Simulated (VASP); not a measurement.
A VASP calculation is set up with these files.

File KPOINTS:
```
Automatic mesh
0
Gamma
5 5 1
0 0 0
```

**INCAR**
```
SYSTEM = Cs
PREC = Accurate
ENCUT = 300
EDIFF = 1E-6
NELM = 100
ALGO = Normal
LREAL = .FALSE.
LASPH = .TRUE.
ISMEAR = -1
SIGMA = 0.1
GGA = PS
LMAXMIX = 4
LWAVE = .FALSE.
LCHARG = .FALSE.
ISIF = 2
```

### POSCAR
```
Cs
1.0
  6.2569300000   0.0000000000   0.0000000000
  0.0000000000   6.2569300000   0.0000000000
  0.0000000000   0.0000000000  21.3854000000
Cs
4
Cartesian
  0.0194778231  -0.0004880405   9.1955295314
  3.0760757251   3.1324381506   5.9567107014
 -0.0042296847   0.0134023441  15.3582030202
  3.1655998795   3.1115775459  12.2604636740
```

POTCAR, in this order: Cs_sv (PBE.64 set). Program: vasp_std.

Q: Write an equivalent input for Ansatz.

A: One equivalent input (not run):
Ansatz 0.2 input:
```yaml
crystal:
  lattice:
    - [6.2569300, 0.0000000, 0.0000000]
    - [0.0000000, 6.2569300, 0.0000000]
    - [0.0000000, 0.0000000, 21.3854000]
  atoms:
    - { symbol: Cs, position: [0.0031130, -0.0000780, 0.4299910] }
    - { symbol: Cs, position: [0.4916270, 0.5006350, 0.2785410] }
    - { symbol: Cs, position: [-0.0006760, 0.0021420, 0.7181630] }
    - { symbol: Cs, position: [0.5059350, 0.4973010, 0.5733100] }
kpoints:
  mp_grid: { grid: [5, 5, 1] }
hamiltonian:
  xc: pbesol
  pseudopotentials: { kind: paw }
scf:
  occupations: { method: fermi_dirac, width: 0.1 }
  max_iter: 100
output: { forces: true, stress: true, eigenvalues: true }
```
The two are equivalent in intent, not identical: each code has its own PAW files, so the cut-off isn't converted (ENCUT is set for VASP's; basis.ecutwfc is left out, and Ansatz then takes the one that its files recommend); Ansatz stops its SCF on the density residual and VASP on the energy change (EDIFF).

The cell is a sheet with vacuum, built from a database entry that may be metastable or hypothetical.
